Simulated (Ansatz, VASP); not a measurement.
# Cross-check of VInGa (VInGa in the AlB2 type) between VASP and Ansatz, part 2 of 2

One calculation is typed for both programs; each brings its own data sets. How far apart do they land? The cell is generated by rule, not measured, and may not be a known phase. The cell is taken from a series of runs on this material, whose earlier steps may have relaxed, scaled, displaced or heated it; both programs get it as it stands.

VASP 6.6.1 and Ansatz 0.2.0.

So far: The structure; VASP: relaxation of cell and atoms, PBE, pair 1; Ansatz: relaxation of cell and atoms, PBE, pair 1; Differences.

The structure was built from a prototype and need not be the compound's stable phase.

## (5) Ansatz: relaxation of cell and atoms, PBE, pair 2

Level of this step: Ansatz beside VASP: Kohn-Sham DFT, plane waves, PBE (Ansatz).

The relaxed volume is the usual yardstick between codes: in a stiff, nearly cubic crystal its relative difference is about their pressure difference at one cell divided by the bulk modulus.

The cell is taken from a series of runs on this material, whose earlier steps may have relaxed, scaled, displaced or heated it; both programs get it as it stands.

input.yaml reads:

```yaml
crystal:
  lattice:
    - [4.6657420163, 0.0, 0.0]
    - [-2.3328710082, 4.0406511137, 0.0]
    - [0.0, 0.0, 2.7688010316]
  atoms:
    - { symbol: V, position: [0.0, 0.0, 0.0] }
    - { symbol: Ga, position: [0.3333333333, 0.6666666667, 0.5] }
    - { symbol: In, position: [0.6666666667, 0.3333333333, 0.5] }
kpoints:
  mp_grid: { grid: [9, 9, 10] }
hamiltonian:
  xc: pbe
  pseudopotentials: { kind: paw, azcp: { folder: soft_1 } }
scf:
  occupations: { method: gaussian, width: 0.1 }
output:
  forces: true
  stress: true
  eigenvalues: true
relax:
  adjacent_minimum: "off"
  f_tol: 0.005
  max_steps: 80
  cell: { stress_tol: 0.05 }
```

Started as:

```
$ ansatz run input.yaml --threads 4 --pin off --max-ram 12288MiB --backend cpu --events-out ev --progress --plain --runs-dir out
```

Numbers of over 12 decimals in the logs are rounded to 6 here.

Output:

```text
[...]
Crystal: 3 atoms, lattice volume = 52.199 Å³
Basis set: ecut = 420 eV, 1023 PW (Γ), exchange–correlation on 64×64×40 points (8 copies of the dense FFT grid, shifted against one another)
Bands: 24, of which v1, the nominal top of the filled ones, is band 20 counted from 1 (19 counted from 0)
Symmetry: 12 space group operations
[...]
k-points: 72 of 810 (time reversal used)
[...]
--- Relaxed structure (2 steps of the walk, 2 accepted, 1 SCFs on fresh bases) ---
[...]
cell:  # Å, volume = 52.1741 Å³
    - [4.660394, 2.883442972493887e-11, 0.0]
    - [-2.330197, 4.036019, 0.0]
    - [0.0, 0.0, 2.773827]
  atoms:
    - { symbol: V, position: [0, 0, 0.0] }
    - { symbol: Ga, position: [0.333333, 0.666667, 0.5] }
    - { symbol: In, position: [0.666667, 0.333333, 0.5] }
[key lines of the parts left out:]
SCF converged after 8 iterations
Free energy (F): -12292.489151 eV
Fermi energy:    13.435949 eV
P = ⅓ Tr σ = -0.0042 GPa (-0.042 kbar)
```

## (6) VASP: relaxation of cell and atoms, PBE, pair 2

The same cell, functional, mesh and smearing now go to VASP, with its own data sets.

INCAR reads:

```
SYSTEM = VInGa
PREC = Accurate
ENCUT = 500
EDIFF = 1E-07
NELM = 120
ISMEAR = 0
SIGMA = 0.1
LREAL = .FALSE.
ALGO = Normal
GGA = PE
NBANDS = 25
LASPH = .TRUE.
LORBIT = 11
LWAVE = .FALSE.
LCHARG = .FALSE.
ISIF = 3
IBRION = 2
NSW = 80
EDIFFG = -0.005
GGA_COMPAT = .FALSE.
NELMIN = 4
KPAR = 2
```

POSCAR reads:

```
VInGa
1.0
    4.6657420000      0.0000000000      0.0000000000
   -2.3328710000      4.0406510000      0.0000000000
    0.0000000000      0.0000000000      2.7688010000
V Ga In
1 1 1
Direct
    0.0000000000      0.0000000000      0.0000000000
    0.3333332921      0.6666665842      0.5000001806
    0.6666667079      0.3333334158      0.5000001806
```

KPOINTS reads:

```
Automatic mesh
0
Gamma
9 9 10
0 0 0
```

PAW data sets: V_sv, Ga_d and In_d (PBE family, release 64).

Started as:

```
$ mpirun -np 2 vasp_std
```

Output:

```text
[... set-up lines as in an earlier step ...]
 entering main loop
       N       E                     dE             d eps       ncg     rms          rms(c)
DAV:   1     0.340259055696E+03    0.34026E+03   -0.19079E+04  3720   0.241E+03
DAV:   2     0.116037792919E+02   -0.32866E+03   -0.32424E+03  3672   0.520E+02
DAV:   3    -0.147855184636E+02   -0.26389E+02   -0.26027E+02  4177   0.153E+02
DAV:   4    -0.155691650010E+02   -0.78365E+00   -0.77806E+00  4303   0.282E+01
[...]
DAV:  15    -0.135990573158E+02    0.26471E-06   -0.22696E-07  2620   0.667E-03    0.130E-03
DAV:  16    -0.135990571816E+02    0.13427E-06   -0.49836E-08  2024   0.533E-03    0.348E-04
DAV:  17    -0.135990571686E+02    0.12986E-07   -0.16430E-08  1909   0.227E-03
   1 F= -.13599057E+02 E0= -.13591504E+02  d E =-.135991E+02
[...]
2 F= -.13599194E+02 E0= -.13591590E+02  d E =-.137142E-03
[...]
3 F= -.13599194E+02 E0= -.13591591E+02  d E =-.137149E-03
[...]
4 F= -.13599205E+02 E0= -.13591596E+02  d E =-.109440E-04
 trial-energy change:   -0.000011  1 .order   -0.000009   -0.000022    0.000004
 step:   0.8844(harm=  0.8396)  dis= 0.00000  next Energy=   -13.599205 (dE=-0.112E-04)
 reached required accuracy - stopping structural energy minimisation
```

OUTCAR, selected parts (step 6):

```text
  Total        0.0047247      0.0047247      0.0036944     -0.0000000      0.0000000     -0.0000000
  in kB        0.1449647      0.1449647      0.1133540     -0.0000000      0.0000000     -0.0000000
  external PRESSURE =       0.1344278 kB  Pullay stress =       0.0000000 kB

 POSITION                                       TOTAL-FORCE (eV/Angst)
 -----------------------------------------------------------------------------------
     -2.33093      4.03729      0.00000        -0.000000      0.000000      0.000000
     -0.00000      2.69153      1.38721         0.000000      0.000000      0.000000
      2.33093      1.34576      1.38721        -0.000000     -0.000000      0.000000
 -----------------------------------------------------------------------------------
    total drift:                                0.000003     -0.000003     -0.000278

  FREE ENERGIE OF THE ION-ELECTRON SYSTEM (eV)
  ---------------------------------------------------
  free  energy   TOTEN  =       -13.5992052615 eV

  energy  without entropy=      -13.5839876584  energy(sigma->0) =      -13.59159646

[... 1 part as in an earlier step ...]

[... 3 further parts left out ...]
[key lines of the parts left out:]
E-fermi :   8.7527
```

## (7) Comparison

Compared:

```tsv
quantity	Ansatz	VASP	difference
volume (Å³)	52.17	52.22	-0.08 %
edge a after relaxation, in the typed setting (Å)	4.660	4.662	-0.03 %
edge c after relaxation, in the typed setting (Å)	2.774	2.774	-0.02 %
```

## (8) Ansatz: zone-centre phonons, PBE

Second derivatives magnify differences that forces hide, and they need a tight electronic threshold.

The cell is taken from a series of runs on this material, whose earlier steps may have relaxed, scaled, displaced or heated it; both programs get it as it stands.

input.yaml reads:

```yaml
crystal:
  lattice:
    - [4.6654064975, 0.0, 0.0]
    - [-2.3327032488, 4.0403605458, 0.0]
    - [0.0, 0.0, 2.7690170841]
  atoms:
    - { symbol: V, position: [0.0, 0.0, 0.0] }
    - { symbol: Ga, position: [0.3333333333, 0.6666666667, 0.5] }
    - { symbol: In, position: [0.6666666667, 0.3333333333, 0.5] }
kpoints:
  mp_grid: { grid: [4, 4, 6] }
hamiltonian:
  xc: pbe
  pseudopotentials: { kind: paw, azcp: { folder: soft_1 } }
scf:
  occupations: { method: methfessel_paxton, width: 0.2 }
output:
  eigenvalues: true
phonons:
  method: dfpt
  qmesh: [2, 2, 2]
  temperatures: { t_max: 1000, t_step: 50 }
  qpath:
    path:
      - [[0.0, 0.0, 0.0], [0.5, 0.0, 0.0], [0.33333333, 0.33333333, 0.0], [0.0, 0.0, 0.0], [0.0, 0.0, 0.5], [0.5, 0.0, 0.5], [0.33333333, 0.33333333, 0.5], [0.0, 0.0, 0.5]]
      - [[0.5, 0.0, 0.5], [0.5, 0.0, 0.0]]
      - [[0.33333333, 0.33333333, 0.5], [0.33333333, 0.33333333, 0.0]]
    npoints: 10
```

Started as:

```
$ ansatz run input.yaml --threads 4 --pin off --max-ram 12288MiB --backend cpu --events-out ev --progress --plain --runs-dir out
```

Output:

```text
[...]
Crystal: 3 atoms, lattice volume = 52.196 Å³
Basis set: ecut = 420 eV, 1023 PW (Γ), exchange–correlation on 64×64×40 points (8 copies of the dense FFT grid, shifted against one another)
Bands: 24, of which v1, the nominal top of the filled ones, is band 20 counted from 1 (19 counted from 0)
Symmetry: 12 space group operations
k-points: 16 of 96 (time reversal used)
[...]
largest difference from the sums on the solved wave vectors: F 1.69e-2 eV, S 4.45e-5 and C_V 2.81e-5 eV/K
  zero-point energy: 0.068902 eV/cell   skipped modes (ω ≤ 0): 332, of them read as no rigid motion or as one in doubt: 329 (9.281e-1 modes/cell left out, lowest -142.00 cm⁻¹)   left out of the sums: 1.03e-1 of the cell's modes: C_V's classical limit lies that fraction below 3 k_B per atom; for a crystal, a wire or a layer, F and S can be off by more, and a phonons.interpolated_qmesh denser along its periods is the remedy for the sampling
[key lines of the parts left out:]
SCF converged after 11 iterations
Free energy (F): -12292.509244 eV
Fermi energy:    13.410725 eV
```

## (9) VASP: zone-centre phonons, PBE

The same cell, functional, mesh and smearing now go to VASP, with its own data sets.

INCAR reads:

```
SYSTEM = VInGa
PREC = Accurate
ENCUT = 500
EDIFF = 1E-08
NELM = 120
ISMEAR = 1
SIGMA = 0.2
LREAL = .FALSE.
ALGO = Normal
GGA = PE
NBANDS = 25
LASPH = .TRUE.
LORBIT = 11
LWAVE = .FALSE.
LCHARG = .FALSE.
ISIF = 2
IBRION = 8
GGA_COMPAT = .FALSE.
KPAR = 2
```

POSCAR reads:

```
VInGa
1.0
    4.6654064975      0.0000000000      0.0000000000
   -2.3327032488      4.0403605458      0.0000000000
    0.0000000000      0.0000000000      2.7690170841
V Ga In
1 1 1
Direct
    0.0000000000      0.0000000000      0.0000000000
    0.3333333333      0.6666666667      0.5000000000
    0.6666666667      0.3333333333      0.5000000000
```

KPOINTS reads:

```
Automatic mesh
0
Gamma
4 4 6
0 0 0
```

Started as:

```
$ mpirun -np 2 vasp_std
```

Output:

```text
[... set-up lines as in an earlier step ...]
 entering main loop
       N       E                     dE             d eps       ncg     rms          rms(c)
DAV:   1     0.342291723005E+03    0.34229E+03   -0.19032E+04   832   0.242E+03
DAV:   2     0.114986041711E+02   -0.33079E+03   -0.32664E+03   824   0.524E+02
DAV:   3    -0.148412348357E+02   -0.26340E+02   -0.25881E+02   965   0.153E+02
DAV:   4    -0.155717782795E+02   -0.73054E+00   -0.72226E+00   929   0.277E+01
[...]
DAV:  14    -0.136191376830E+02    0.56585E-06   -0.48267E-06  1110   0.235E-02    0.476E-03
DAV:  15    -0.136191372684E+02    0.41461E-06   -0.24812E-07  1015   0.668E-03    0.190E-03
DAV:  16    -0.136191372645E+02    0.39190E-08   -0.33646E-08   672   0.496E-03
   1 F= -.13619137E+02 E0= -.13617845E+02  d E =-.387609E-02
 Linear response reoptimize wavefunctions to high precision
DAV:   1    -0.136191372088E+02    0.55655E-07   -0.15216E-08   913   0.146E-03
DAV:   2    -0.136191372089E+02   -0.11096E-09   -0.10096E-09   429   0.312E-04
[...]
RMM:  23    -0.242355699160E+00    0.33135E-08   -0.13511E-07  4674   0.500E-04    0.232E-06
RMM:  24    -0.242355697076E+00    0.20846E-08   -0.12234E-07  4377   0.498E-04    0.318E-06
RMM:  25    -0.242355698750E+00   -0.16741E-08   -0.73730E-08  4313   0.497E-04    0.233E-06
 first order change of Fermi-energy   0.84923E-04
 force on displaced ion       3 direction 1 :  -7.165  -0.000   0.000
 Linear response progress:
  Degree of freedom:   6/  6
       N       E                     dE             d eps       ncg     rms          rms(c)
RMM:   1    -0.218183407064E+00   -0.21818E+00   -0.24260E-02  1203   0.453E+00
RMM:   2    -0.222570457900E+00   -0.43871E-02   -0.19355E-02  1590   0.922E-01    0.681E-02
RMM:   3    -0.222529602888E+00    0.40855E-04   -0.19045E-03  1654   0.304E-01    0.293E-02
RMM:   4    -0.222399212195E+00    0.13039E-03   -0.21507E-04  1724   0.110E-01    0.231E-02
[...]
RMM:  27    -0.222314408021E+00    0.62156E-10   -0.15013E-07  1452   0.487E-04    0.107E-05
RMM:  28    -0.222314407751E+00    0.26952E-09   -0.16204E-07  1414   0.486E-04    0.107E-05
RMM:  29    -0.222314408050E+00   -0.29859E-09   -0.16106E-07  1390   0.486E-04    0.106E-05
 first order change of Fermi-energy   0.16912E-04
 force on displaced ion       3 direction 3 :   0.000   0.000  -1.422
 Linear response finished
```

From OUTCAR (step 9):

```text
  Total       -0.1507455     -0.1507455      0.2223013      0.0000000     -0.0000000     -0.0000000
  in kB       -4.6272151     -4.6272151      6.8236595      0.0000000     -0.0000000     -0.0000000
  external PRESSURE =      -0.8102569 kB  Pullay stress =       0.0000000 kB

 POSITION                                       TOTAL-FORCE (eV/Angst)
 -----------------------------------------------------------------------------------
      0.00000      0.00000      0.00000        -0.000000     -0.000000      0.000000
     -0.00000      2.69357      1.38451         0.000000     -0.000000      0.000000
      2.33270      1.34679      1.38451        -0.000000      0.000000      0.000000
 -----------------------------------------------------------------------------------
    total drift:                                0.000003     -0.000002     -0.000000

[... 2 further parts left out ...]
```

## (10) Differences

What differs besides the data sets and the points named for the pairs above, as far as they apply: VASP's run holds the zone centre alone. Total energies have different zeros and are not compared.

Compared:

```tsv
quantity	Ansatz	VASP	difference
optical mode 1 (cm⁻¹)	25.3	21.8	+3.6
optical mode 2 to 3 (cm⁻¹)	124.1	124.2	-0.05 %
optical mode 4 (cm⁻¹)	129.7	130.4	-0.55 %
optical mode 5 to 6 (cm⁻¹)	186.0	186.7	-0.40 %
```

Modes are paired by rising frequency, not by their patterns, so a pair may set unlike modes beside each other; they are those without the splitting of longitudinal modes.

## (11) Summary of results

```yaml
difference_in_volume_relaxation_of_cell_and_atoms_pbe_pair_1: -0.085 %
difference_in_volume_relaxation_of_cell_and_atoms_pbe_pair_2: -0.084 %
r_m_s_difference_of_the_optical_zone_centre_modes_each_program_s_sorted_by_frequency_zone_centre_phonons_pbe: 1.5 cm⁻¹
difference_in_optical_mode_4_zone_centre_phonons_pbe: -0.6 %
```

The difference in volume is -0.085 % (relaxation of cell and atoms, PBE, pair 1), within the 1.2 % picked in this series as the mark of a large difference, as far as the stopping tolerances let one tell. Among the rows given in per cent, the largest difference of the zone-centre phonons, PBE pair is in optical mode 4, -0.6 %. 1 further run of this series is not shown here. How closely two codes agree says nothing of how well the functional describes the real material.

[Lines on the potential files, build, host, timing and source positions are cut from VASP's logs without a mark.]

[Logs are printed without paths, hosts, clocks, repeated set-up lines and the standing remarks that a program may print on its own settings, such as how far it seeks lower states.]

[Hosts, paths, dates, database ids (printed as entryN), source tags and the programs' standing remarks are cut or masked in the printed files.]
